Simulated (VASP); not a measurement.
Energy against volume of RuAl (CsCl type). Computed with r2SCAN meta-GGA, VASP's PBE PAW potentials (set 64) (plane waves; VASP). Numerical set-up: 520 eV cut-off, 12×12×12 Γ-centred mesh, first-order Methfessel-Paxton smearing of 0.10 eV, potentials Al Ru_pv.

```tsv
V (Å³/atom)	E (eV/atom)
12.877	-16.79934
13.275	-16.80762
13.674	-16.79928
14.072	-16.77680
```

**Question.** Fit these four points and predict the energy of the run at 12.479 Å³/atom.

**Answer.** A cubic in V^(−2/3), the third-order Birch-Murnaghan form, passes through the four points with V0 = 13.26 Å³/atom and B0 = 223 GPa, and gives -16.7716 eV/atom there. The run gave -16.7716 eV/atom, +0.0 meV/atom from the fit; all five points give B0 = 223 GPa.

The compound is RuAl in the CsCl type structure. It was relaxed first.
